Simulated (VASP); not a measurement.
These are modified Becke-Johnson potential (mBJ) with spin-orbit coupling, VASP's PBE PAW potentials (set 64) (plane waves; VASP) values and carry that method's errors.

Input for VASP

### KPOINTS
```
Automatic mesh
0
Gamma
6 6 6
0 0 0
```

**INCAR**
```
SYSTEM  =  PbF2
PREC  =  Accurate; ENCUT  =  450; LREAL  =  F
LASPH  =  T
EDIFF  =  1E-6; NELM  =  200; ALGO  =  Normal
LMAXMIX  =  4; LMIXTAU  =  T
ISMEAR  =  0; SIGMA  =  0.05
METAGGA  =  MBJ; GGA_COMPAT  =  F
MAGMOM  =  9*0; LSORBIT  =  T
ISIF  =  0
LWAVE  =  F; LCHARG  =  F
```

File KPOINTS_OPT:
```
k-points along high-symmetry lines
11
Line-mode
Reciprocal
  0.000000   0.000000   0.000000 ! GAMMA
  0.500000   0.000000   0.500000 ! X

  0.500000   0.000000   0.500000 ! X
  0.625000   0.250000   0.625000 ! U

  0.375000   0.375000   0.750000 ! K
  0.000000   0.000000   0.000000 ! GAMMA

  0.000000   0.000000   0.000000 ! GAMMA
  0.500000   0.500000   0.500000 ! L

  0.500000   0.500000   0.500000 ! L
  0.500000   0.250000   0.750000 ! W

  0.500000   0.250000   0.750000 ! W
  0.500000   0.000000   0.500000 ! X
```

### POSCAR
```
PbF2
1
    0.0000000000     2.9747823193     2.9747823193
    2.9747823193     0.0000000000     2.9747823193
    2.9747823193     2.9747823193     0.0000000000
Pb F
1 2
Direct
  1.0000000000   0.0000000000   0.0000000000
  0.2500000000   0.2500000000   0.2500000000
  0.7500000000   0.7500000000   0.7500000000
```

POTCAR, in this order: Pb_d F (PBE.64 set). Program: vasp_ncl. Read from the step before: WAVECAR.

Question: What will the output report for the number of irreducible k-points (NKPTS), largest plane-wave count, number of space-group operations, FFT grid (NGX, NGY, NGZ)?

Answer: 
- number of irreducible k-points (NKPTS): 16
- largest plane-wave count: 2316
- number of space-group operations: 48
- FFT grid (NGX, NGY, NGZ): 30 × 30 × 30

The compound is PbF2 in the fluorite structure, the β form. It was relaxed first. The cell's shape comes from a PBE relaxation.
